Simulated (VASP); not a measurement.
# NbAl2N3 (Cmc2_1) in VASP: notebook, part 2 of 2

VASP 6.6.1. The steps go on from the part before.

## (3) Relaxation of cell and atoms, PBE

This run uses another cell than the first one, of 11.26 Å³/atom, 0.997 times its volume.

Input file INCAR:

```
SYSTEM = NbAl2N3
ALGO     = Normal         ! electronic algorithm
EDIFF    = 1E-7           ! SCF threshold, eV
EDIFFG   = -0.005         ! ionic threshold
ENCUT    = 520            ! plane-wave cutoff, eV
GGA      = PE             ! functional
IBRION   = 2              ! ionic algorithm
ISIF     = 3              ! what is computed and relaxed
ISMEAR   = 0              ! smearing method
KPAR     = 8            
LASPH    = .True.         ! aspherical terms in the spheres
LCHARG   = .False.        ! write CHGCAR
LREAL    = .False.        ! projectors in reciprocal space
LWAVE    = .False.        ! write WAVECAR
NELM     = 120            ! most SCF steps
NSW      = 60             ! ionic steps
POTIM    = 0.3            ! step
PREC     = Accurate       ! precision mode
SIGMA    = 0.1            ! smearing width, eV
```

Input file KPOINTS:

```
k-points
0
Gamma
  6 6 6
  0 0 0
```

Input file POSCAR:

```
NbAl2N3                                 
1.0
    5.0331404300     -2.8917429635      0.0000000000
    5.0331404300      2.8917429635      0.0000000000
    0.0000000000      0.0000000000      4.6426939366
  Al              Nb              N             
     4     2     6
Direct
     0.8274051360724497    0.5154982713518335    0.4933244601919004
     0.5154982713518335    0.8274051360724497    0.9933244601919002
     0.4845017286481665    0.1725948639275502    0.4933244601919004
     0.1725948639275502    0.4845017286481665    0.9933244601919002
     0.8523738779018513    0.1476261220981487    0.9362748239166770
     0.1476261220981487    0.8523738779018513    0.4362748239166773
     0.8408524968658447    0.5157769128105459    0.9037254453016783
     0.4842230871894541    0.1591475031341550    0.9037254453016783
     0.2166791288977754    0.7833208711022247    0.9277159550961589
     0.5157769128105459    0.8408524968658447    0.4037254453016784
     0.1591475031341550    0.4842230871894541    0.4037254453016784
     0.7833208711022247    0.2166791288977754    0.4277159550961588
```

Potentials or basis: VASP PAW PBE potentials, release 64 (Al, Nb_sv, N).

On the command line:

```console
$ cat potpaw_PBE.64/Al/POTCAR potpaw_PBE.64/Nb_sv/POTCAR potpaw_PBE.64/N/POTCAR > POTCAR
$ mpirun -np 8 vasp_std > vasp.out
```

OUTCAR:

```text
SYSTEM = NbAl2N3
   EDIFF = 1E-7
   EDIFFG = -0.005
   ENCUT = 520
   GGA = PE
   IBRION = 2
   ISIF = 3
   ISMEAR = 0
   LASPH = .True.
   LREAL = .False.
   NELM = 120
   NSW = 60
   POTIM = 0.3
   PREC = Accurate

 ion  position               nearest neighbor table
   1  0.827  0.515  0.493-  11 1.89  10 1.89  12 1.90   7 1.91   5 2.92   2 2.94   2 2.94   4 3.01
                             4 3.01   3 3.30   3 3.30
   2  0.515  0.827  0.993-   8 1.89   7 1.89   9 1.90  10 1.91   6 2.92   1 2.94   1 2.94   3 3.01
                             3 3.01   4 3.30   4 3.30
   3  0.485  0.173  0.493-  10 1.89  11 1.89  12 1.90   8 1.91   5 2.92   4 2.94   4 2.94   2 3.01
                             2 3.01   1 3.30   1 3.30
   4  0.173  0.485  0.993-   7 1.89   8 1.89   9 1.90  11 1.91   6 2.92   3 2.94   3 2.94   1 3.01
                             1 3.01   2 3.30   2 3.30
   5  0.852  0.148  0.936-   9 2.11   8 2.11   7 2.11  12 2.32  12 2.39   6 2.88   6 2.88   3 2.92
                             1 2.92
   6  0.148  0.852  0.436-  12 2.11  11 2.11  10 2.11   9 2.32   9 2.39   5 2.88   5 2.88   4 2.92
                             2 2.92
   7  0.841  0.516  0.904-   4 1.89   2 1.89   1 1.91   5 2.11
   8  0.484  0.159  0.904-   2 1.89   4 1.89   3 1.91   5 2.11
   9  0.217  0.783  0.928-   2 1.90   4 1.90   5 2.11   6 2.32   6 2.39
  10  0.516  0.841  0.404-   3 1.89   1 1.89   2 1.91   6 2.11
  11  0.159  0.484  0.404-   1 1.89   3 1.89   4 1.91   6 2.11
  12  0.783  0.217  0.428-   1 1.90   3 1.90   6 2.11   5 2.32   5 2.39

  LATTYP: Found a base centered orthorhombic cell.
 ALAT       =     5.7834859270
 B/A-ratio  =     1.7405213719
 C/A-ratio  =     0.8027501052

  Lattice vectors:

 A1 = (  -5.0331404300,  -2.8917429635,   0.0000000000)
 A2 = (   5.0331404300,  -2.8917429635,   0.0000000000)
 A3 = (   0.0000000000,   0.0000000000,   4.6426939366)

Analysis of symmetry for initial positions (statically):
=====================================================================
[... 180 lines left out ...]
  energy-cutoff  :      520.00
  volume of cell :      135.14
 maximum number of plane-waves:      3665
 NGX is ok and might be reduce to    48
   NGX = 21   NGY = 21   NGZ = 17

 number of electron      68.0000001 magnetization

 Free energy of the ion-electron system (eV)
  ---------------------------------------------------
  ext. energy  EPLUGINS =         0.00000000
  ---------------------------------------------------
  free energy    TOTEN  =       -97.29580872 eV

  energy without entropy =      -97.27165218  energy(sigma->0) =      -97.28373045

 E-fermi :   9.9280     XC(G=0): -11.3658

 val. band max:        9.9121617866   @ k =   0.5000   0.3333   0.5000
 cond. band min:       9.9336441368   @ k =   0.1667   0.0000   0.5000
 fundamental gap:      0.0214823502
 Fermi energy:         9.9279896508

 k-point     1 :       0.0000    0.0000    0.0000
  band No.  band energies     occupation
      1     -46.2917      2.00000
      2     -46.1922      2.00000
      3     -22.5879      2.00000
      4     -22.5528      2.00000
      5     -22.4922      2.00000
      6     -22.4540      2.00000
[... 1045 lines left out ...]
     40      12.1758      0.00000
     41      12.7907      0.00000

 [... further k-points ...]

------------------------ aborting loop because EDIFF is reached ----------------------------------------

  FORCE on cell =-STRESS in cart. coord.  units (eV):
  Direction    XX          YY          ZZ          XY          YZ          ZX
  --------------------------------------------------------------------------------------
  -------------------------------------------------------------------------------------
  Total        0.0351164     -0.0057075     -0.0294577      0.0000000      0.0000000      0.0000000
  in kB        0.4163148     -0.0676638     -0.3492297      0.0000000      0.0000000      0.0000000
  external PRESSURE =      -0.0001929 kB  Pullay stress =       0.0000000 kB

 VOLUME and BASIS-vectors are now :
 -----------------------------------------------------------------------------
  energy-cutoff  :      520.00
  volume of cell :      135.14
      direct lattice vectors                 reciprocal lattice vectors
     5.033140430 -2.891742964  0.000000000     0.099341556 -0.172906101  0.000000000
     5.033140430  2.891742964  0.000000000     0.099341556  0.172906101  0.000000000
     0.000000000  0.000000000  4.642693937     0.000000000  0.000000000  0.215392187

 POSITION                                       TOTAL-FORCE (eV/Angst)
 -----------------------------------------------------------------------------------
      6.75902     -0.90195      2.29035         0.001179     -0.002649      0.001939
      6.75902      0.90195      4.61170         0.001179      0.002649      0.001939
      3.30726     -0.90195      2.29035        -0.001179     -0.002649      0.001939
      3.30726      0.90195      4.61170        -0.001179      0.002649      0.001939
      5.03314     -2.03795      4.34684        -0.000000      0.001299      0.001035
      5.03314      2.03795      2.02549        -0.000000     -0.001299      0.001035
      6.82811     -0.94004      4.19572         0.000551     -0.002747     -0.000788
      3.23817     -0.94004      4.19572        -0.000551     -0.002747     -0.000788
      5.03314      1.63858      4.30710        -0.000000     -0.003139     -0.003336
      6.82811      0.94004      1.87437         0.000551      0.002747     -0.000788
      3.23817      0.94004      1.87437        -0.000551      0.002747     -0.000788
      5.03314     -1.63858      1.98575        -0.000000      0.003139     -0.003336
 -----------------------------------------------------------------------------------
    total drift:                                0.000000     -0.000000      0.001278

  FREE ENERGIE OF THE ION-ELECTRON SYSTEM (eV)
  ---------------------------------------------------
  free  energy   TOTEN  =       -97.2958087185 eV

  energy  without entropy=      -97.2716521846  energy(sigma->0) =      -97.28373045

 reached required accuracy - stopping structural energy minimisation
```

Run time: 60 s. Hardware: 8 MPI ranks of Intel Xeon Platinum 8259CL at 2.50GHz (Skylake/Cascade Lake), shared host; peak memory 0.46 GiB.

What came out:

```yaml
Free_energy: -97.2958 eV
Pressure_after_relaxing: 0.0 GPa
Largest_force_after_relaxing: 0.005 eV/Å
Band_gap_on_the_k_mesh: none (metal or under the smearing width)
```

Forces on the atoms (eV/Å):
```
Al   0.001 -0.003  0.002
Al   0.001  0.003  0.002
Al  -0.001 -0.003  0.002
Al  -0.001  0.003  0.002
Nb   0.000  0.001  0.001
Nb   0.000 -0.001  0.001
N    0.001 -0.003 -0.001
N   -0.001 -0.003 -0.001
N    0.000 -0.003 -0.003
N    0.001  0.003 -0.001
N   -0.001  0.003 -0.001
N    0.000  0.003 -0.003
```

Final structure:
```xyz
12
Lattice="5.0331 -2.8917 0.0000 5.0331 2.8917 0.0000 0.0000 0.0000 4.6427" Properties=species:S:1:pos:R:3 pbc="T T T"
Al    6.7590   -0.9020    2.2904
Al    6.7590    0.9020    4.6117
Al    3.3073   -0.9020    2.2904
Al    3.3073    0.9020    4.6117
Nb    5.0331   -2.0379    4.3468
Nb    5.0331    2.0379    2.0255
N     6.8281   -0.9400    4.1957
N     3.2382   -0.9400    4.1957
N     5.0331    1.6386    4.3071
N     6.8281    0.9400    1.8744
N     3.2382    0.9400    1.8744
N     5.0331   -1.6386    1.9858
```

Caveat: the relaxation stopped at its first step, so nothing moved.
